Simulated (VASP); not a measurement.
Data:

```
CELL_PARAMETERS angstrom
      3.60115     0.00000     0.00000
     -1.80057     3.11869     0.00000
      0.00000     0.00000    25.60539
ATOMIC_POSITIONS crystal
  Y  0.66667 0.33333 0.44490
  Y  0.33333 0.66667 0.33809
  Y  0.66667 0.33333 0.66191
  Y  0.33333 0.66667 0.55510
```

Level of theory: PBEsol GGA, VASP's PBE PAW potentials (set 64) (plane waves; VASP). Settings: PREC = Normal, 400 eV cut-off, 9×9×1 Γ-centred mesh, first-order Methfessel-Paxton smearing of 0.10 eV, potentials Y_sv.

**Question.** Predict the energy per atom (σ→0), band gap (on the k-mesh) with the smallest direct gap where there is one.

**Answer.** 
The band gap (on the k-mesh) is none (metal, semimetal or under 0.01 eV). The energy per atom (σ→0) is -6.431 eV/atom.

Total energies compare only between runs with the same potentials, cut-off and functional.

The cell is a thin slab with vacuum, built from Y (hcp): (001) face.
